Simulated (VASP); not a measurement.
# AlNi under strain, part 2 of 5

How does the pressure of AlNi answer to a change of volume? The bands are shown for each cell. All runs use PBEsol. Left out of this account: at least 1 further run (self-consistent run: a reference on another mesh). The start is a cell from a database of measured crystal structures.

VASP 6.6.1; PBEsol, spin-polarised from a ferromagnetic start (one magnetic atom a cell); plane waves and PAW (Al, Ni).

So far, pressure (GPa): step 2 (bands, cell as listed) -3.55.

The database entry behind the starting cell differs from later determinations by our own check (about 0.2 % short), so it need not match the best structure at ambient conditions.

## Step 3: Bands, volume times 1.04

The cell is expanded evenly, with fractional positions held.

The input, INCAR:

```
SYSTEM = AlNi
PREC = Accurate
ENCUT = 400
EDIFF = 1E-06
NELM = 100
ISMEAR = -1
SIGMA = 0.05
LREAL = .FALSE.
ALGO = Normal
GGA = PS
NBANDS = 20
ISPIN = 2
MAGMOM = 0 1
LASPH = .TRUE.
LMAXMIX = 4
LORBIT = 11
LWAVE = .FALSE.
LCHARG = .FALSE.
KPAR = 2
```

The input, POSCAR:

```
AlNi
1.0
    2.9189122424      0.0000000000      0.0000000000
    0.0000000000      2.9189122424      0.0000000000
    0.0000000000      0.0000000000      2.9189122424
Al Ni
1 1
Direct
    0.0000000000      0.0000000000      0.0000000000
    0.5000000000      0.5000000000      0.5000000000
```

The input, KPOINTS:

```
Automatic mesh
0
Gamma
13 13 13
0 0 0
```

The input, KPOINTS_OPT:

```
Line mode
16
Line-mode
Reciprocal
  0.00000000   0.00000000   0.00000000 GAMMA
  0.00000000   0.50000000   0.00000000 X

  0.00000000   0.50000000   0.00000000 X
  0.50000000   0.50000000   0.00000000 M

  0.50000000   0.50000000   0.00000000 M
  0.00000000   0.00000000   0.00000000 GAMMA

  0.00000000   0.00000000   0.00000000 GAMMA
  0.50000000   0.50000000   0.50000000 R

  0.50000000   0.50000000   0.50000000 R
  0.00000000   0.50000000   0.00000000 X

  0.50000000   0.50000000   0.00000000 M
  0.50000000   0.50000000   0.50000000 R
```

Potentials, in the order of the species: Al and Ni (PBE family, release 64).

Launch:

```
$ mpirun -np 2 vasp_std
```

The log of the run:

```text
[banner, memory and clock lines left out]
running    2 mpi-ranks, on    1 nodes
 distrk:  each k-point on    1 cores,    2 groups
 distr:  one band on    1 cores,    1 groups

 POSCAR found type information on POSCAR AlNi
 POSCAR found :  2 types and       2 ions
 [... a notice as in an earlier step ...]

 LDA part: xc-table for (Slater+PW92), standard interpolation
 POSCAR, INCAR and KPOINTS ok, starting setup
 FFT: planning ... GRIDC
 FFT: planning ... GRID_SOFT
 FFT: planning ... GRID
 WAVECAR not read
 entering main loop
       N       E                     dE             d eps       ncg     rms          rms(c)
DAV:   1     0.409180291226E+02    0.40918E+02   -0.42399E+03  7000   0.579E+02
DAV:   2    -0.104531913931E+02   -0.51371E+02   -0.44693E+02  7168   0.135E+02
DAV:   3    -0.130548138278E+02   -0.26016E+01   -0.25399E+01  7968   0.314E+01
DAV:   4    -0.130851744962E+02   -0.30361E-01   -0.30336E-01  7868   0.306E+00
DAV:   5    -0.130858251132E+02   -0.65062E-03   -0.65058E-03  7924   0.481E-01    0.129E+01
DAV:   6    -0.157257203096E+02   -0.26399E+01   -0.47343E+01  7992   0.724E+01    0.181E+01
DAV:   7    -0.115939210717E+02    0.41318E+01   -0.13590E+01  7716   0.419E+01    0.193E+00
DAV:   8    -0.115666503993E+02    0.27271E-01   -0.36280E-01  9252   0.529E+00    0.105E+00
DAV:   9    -0.115523219033E+02    0.14328E-01   -0.38337E-02  8368   0.161E+00    0.599E-01
DAV:  10    -0.115528194027E+02   -0.49750E-03   -0.12400E-03  9476   0.285E-01    0.190E-01
DAV:  11    -0.115527286824E+02    0.90720E-04   -0.14043E-03  9088   0.269E-01    0.950E-02
DAV:  12    -0.115527926361E+02   -0.63954E-04   -0.19842E-04  9024   0.105E-01    0.393E-02
DAV:  13    -0.115527881268E+02    0.45093E-05   -0.10103E-05  9212   0.325E-02    0.142E-02
DAV:  14    -0.115527878808E+02    0.24597E-06   -0.16546E-06  4828   0.136E-02
   1 F= -.11552788E+02 E0= -.11550118E+02  d E =-.533885E-02  mag=    -0.0001
 Start KPOINTS_OPT (optional k-point list driver)
k-point batch [1-84\96]
       N       E                     dE             ncg
DAV:   1     0.111939899281E+05   -0.17973E+05     6980
DAV:   2     0.687692311758E+04   -0.43171E+04     7116
DAV:   3     0.665707636898E+04   -0.21985E+03     8176
DAV:   4     0.665449069903E+04   -0.25857E+01     8204
DAV:   5     0.665443675815E+04   -0.53941E-01     8156
DAV:   6     0.665443480988E+04   -0.19483E-02     8668
DAV:   7     0.665443474266E+04   -0.67216E-04     8240
DAV:   8     0.665443474029E+04   -0.23741E-05     6600
DAV:   9     0.665443473998E+04   -0.30981E-06     5112
k-point batch [85-96\96]
       N       E                     dE             ncg
DAV:   1     0.292040175414E+05   -0.51556E+04      996
DAV:   2     0.286384846361E+05   -0.56553E+03     1060
DAV:   3     0.286107411191E+05   -0.27744E+02     1252
DAV:   4     0.286104272990E+05   -0.31382E+00     1184
DAV:   5     0.286104208827E+05   -0.64163E-02     1284
DAV:   6     0.286104206602E+05   -0.22250E-03     1244
DAV:   7     0.286104206516E+05   -0.85913E-05     1244
DAV:   8     0.286104206513E+05   -0.33953E-06      948
```

Wall time 52 s (2 MPI ranks of AMD EPYC 7R43, shared host); peak memory 0.3 GiB; 98 s of CPU time.

From OUTCAR (step 3):

```text
  LATTYP: Found a simple cubic cell.
 ALAT       =     2.9189122424

The static configuration has the point symmetry O_h .

 Found     84 irreducible k-points:

   ENCUT  =  400.0 eV  29.40 Ry    5.42 a.u.   4.76  4.76  4.76*2*pi/ulx,y,z

   NELECT =      13.0000    total number of electrons

 E-fermi :   9.3745

 spin component 1
 k-point     1 :       0.0000    0.0000    0.0000
  band No.  band energies     occupation
    ...
      2       6.3380      1.00000
      3       6.3380      1.00000
      4       7.9282      1.00000
      5       7.9282      1.00000
      6       7.9282      1.00000
      7      14.7238      0.00000
      8      14.7238      0.00000
      9      14.7238      0.00000
     10      17.4122      0.00000
     11      17.4122      0.00000
    ...

 k-point     2 :       0.0769    0.0000    0.0000
  band No.  band energies     occupation
    ...
      2       6.3291      1.00000
      3       6.3621      1.00000
      4       7.8833      1.00000
      5       7.8833      1.00000
      6       7.9329      1.00000
      7      13.6656      0.00000
      8      14.8636      0.00000
      9      14.8636      0.00000
     10      17.4219      0.00000
     11      18.3470      0.00000
    ...

 k-point     3 :       0.1538    0.0000    0.0000
  band No.  band energies     occupation
    ...
      2       6.2694      1.00000
      3       6.4297      1.00000
      4       7.7641      1.00000
      5       7.7641      1.00000
      6       7.9461      1.00000
      7      11.9809      0.00000
      8      15.2687      0.00000
      9      15.2687      0.00000
     10      17.4507      0.00000
     11      19.5903      0.00000
    ...

 k-point     4 :       0.2308    0.0000    0.0000
  band No.  band energies     occupation
    ...
      2       6.0447      1.00000
      3       6.5272      1.00000
      4       7.6073      1.00000
      5       7.6073      1.00000
      6       7.9647      1.00000
      7      10.4786      0.00000
      8      15.9048      0.00000
      9      15.9048      0.00000
     10      17.4960      0.00000
     11      20.5021      0.00000
    ...

  Total       -1.4337672     -1.4337672     -1.4337672      0.0000000      0.0000000     -0.0000000
  in kB      -92.3689724    -92.3689724    -92.3689724      0.0000000      0.0000000     -0.0000000
  external PRESSURE =     -92.3689724 kB  Pullay stress =       0.0000000 kB

  energy-cutoff  :      400.00
  volume of cell :       24.87
      direct lattice vectors                 reciprocal lattice vectors
     2.918912242  0.000000000  0.000000000     0.342593376  0.000000000  0.000000000
     0.000000000  2.918912242  0.000000000     0.000000000  0.342593376  0.000000000
     0.000000000  0.000000000  2.918912242     0.000000000  0.000000000  0.342593376

 POSITION                                       TOTAL-FORCE (eV/Angst)
 -----------------------------------------------------------------------------------
      0.00000      0.00000      0.00000         0.000000      0.000000      0.000000
      1.45946      1.45946      1.45946         0.000000      0.000000      0.000000
 -----------------------------------------------------------------------------------
    total drift:                               -0.000000      0.000000      0.000000

  FREE ENERGIE OF THE ION-ELECTRON SYSTEM (eV)
  ---------------------------------------------------
  free  energy   TOTEN  =       -11.5527878808 eV

  energy  without entropy=      -11.5474490318  energy(sigma->0) =      -11.55011846

 total charge
# of ion       s       p       d       tot
------------------------------------------
    1        0.379   0.396   0.000   0.775
    2        0.465   0.487   8.457   9.408
--------------------------------------------------
tot          0.844   0.883   8.457  10.184

 magnetization (x)
# of ion       s       p       d       tot
------------------------------------------
    1        0.000  -0.000   0.000   0.000
    2        0.000  -0.000   0.000   0.000
--------------------------------------------------
tot          0.000  -0.000   0.000   0.000

[... 4 parts as in an earlier step ...]

[... 10 further parts left out ...]
```

Numbers from this step:

* free energy (TOTEN): -11.55 eV
* energy at zero smearing: -11.55 eV
* Fermi energy: 9.374 eV
* pressure: -9.237 GPa

Both spin channels agree. Electronic bands along the path, in eV, zero at the Fermi level; # counts the bands kept in this run:

| point | #3 | #4 | #5 | #6 | #7 | #8 | #9 | #10 |
| --- | --- | --- | --- | --- | --- | --- | --- | --- |
| Γ | -3.04 | -1.45 | -1.45 | -1.45 | 5.35 | 5.35 | 5.35 | 8.04 |
| 0.53 of the way | -2.80 | -1.84 | -1.84 | -1.40 | 0.55 | 6.90 | 6.90 | 8.15 |
| X | -2.59 | -2.12 | -2.12 | -1.36 | -0.61 | 8.27 | 9.82 | 9.82 |
| 0.47 of the way | -2.43 | -2.33 | -2.04 | -1.64 | -0.64 | 4.91 | 5.12 | 10.94 |
| M | -2.75 | -2.75 | -1.95 | -1.95 | -0.95 | 1.41 | 2.33 | 11.88 |
| 0.47 of the way | -2.96 | -2.17 | -1.81 | -1.72 | 0.78 | 2.40 | 8.25 | 8.33 |
| Γ | -3.04 | -1.45 | -1.45 | -1.45 | 5.35 | 5.35 | 5.35 | 8.04 |
| 0.53 of the way | -3.02 | -2.14 | -1.96 | -1.96 | 2.14 | 2.14 | 3.85 | 9.41 |
| R | -3.89 | -0.92 | -0.92 | 2.03 | 2.03 | 2.03 | 3.40 | 4.32 |
| 0.53 of the way | -2.94 | -2.15 | -1.94 | -1.30 | -0.55 | 5.31 | 5.63 | 6.08 |
| X | -2.59 | -2.12 | -2.12 | -1.36 | -0.61 | 8.27 | 9.82 | 9.82 |
| jump to M | -2.75 | -2.75 | -1.95 | -1.95 | -0.95 | 1.41 | 2.33 | 11.88 |
| 0.47 of the way | -3.49 | -2.33 | -0.94 | -0.45 | -0.45 | 1.55 | 2.52 | 7.83 |
| R | -3.89 | -0.92 | -0.92 | 2.03 | 2.03 | 2.03 | 3.40 | 4.32 |

Of the projections kept (Al, Ni), the largest for each band there, as a share of the weight inside these atoms' spheres; weight between the spheres isn't counted:

| point | #3 | #4 | #5 | #6 | #7 | #8 | #9 | #10 |
| --- | --- | --- | --- | --- | --- | --- | --- | --- |
| Γ | Ni 1.00 | Ni 1.00 | Ni 1.00 | Ni 1.00 | Al 0.51 | Al 0.51 | Al 0.51 | Ni 1.00 |
| X | Ni 1.00 | Ni 0.98 | Ni 0.98 | Ni 1.00 | Ni 0.98 | - | Ni 1.00 | Ni 1.00 |
| M | Ni 0.58 | Ni 0.58 | Ni 1.00 | Ni 1.00 | Ni 1.00 | Ni 1.00 | Ni 0.73 | Al 1.00 |
| Γ | Ni 1.00 | Ni 1.00 | Ni 1.00 | Ni 1.00 | Al 0.51 | Al 0.51 | Al 0.51 | Ni 1.00 |
| R | Ni 0.89 | Ni 1.00 | Ni 1.00 | Ni 1.00 | Ni 1.00 | Ni 1.00 | Al 1.00 | Ni 0.68 |
| X | Ni 1.00 | Ni 0.98 | Ni 0.98 | Ni 1.00 | Ni 0.98 | - | Ni 1.00 | Ni 1.00 |

The electronic bands as a text plot (rows in eV, shown from -8.0 to 4.3 only):

```
    4.1 |                       *   * ****         *
    3.6 | *          *        ***    *    *********             *
    3.0 |            *   *     *      *                        *
    2.5 |  *          ***   ***        **       **        *****
    2.0 |             *   **             *******               **
    1.5 |              ***   *                ***         ******
    1.0 |   *               *                   **
    0.5 |                                    *   *            *
    0.0 |    *             *                      *          *
   -0.6 |     ********   **                 *     ********  *
   -1.1 |             ***                   ******  *     *******
   -1.6 |*************     ************   **      *  ******   *
   -2.1 |    ******************       ****         *******   *
   -2.6 |   ***************                          *****  *
   -3.1 |****          *   ****************        **     **
   -3.6 |    *          ****               ********         *****
   -4.1 |             *                      ***** *          ***
   -4.7 |     *      *                      *     * *       **
   -5.2 |           * ****                 *       * *    **
   -5.7 |      *   * *                    *         ***
   -6.2 |         ***                                 ***
   -6.7 |       ***       *                            ***
   -7.2 |                  *             *
   -7.7 |      *
         Γ      X      M          Γ            R        X|M     R
```

 The pressure is -9.24 GPa.

Of the bands kept, 2 cross the Fermi level on this path.

(Part 2 of 5 ends here.)

[Lines on the potential files, build, host, timing and source positions are cut from VASP's logs without a mark.]

[Logs are printed without paths, hosts, clocks, repeated set-up lines and the standing remarks that a program may print on its own settings, such as how far it seeks lower states.]

[Hosts, paths, dates, database ids (printed as entryN), source tags and the programs' standing remarks are cut or masked in the printed files.]

[A measured line is paired with the nearest computed mode of its activity, which favours agreement.]

[In band tables of VASP the shares of atoms and orbitals are scaled to a sum of 1 inside the atoms' spheres.]
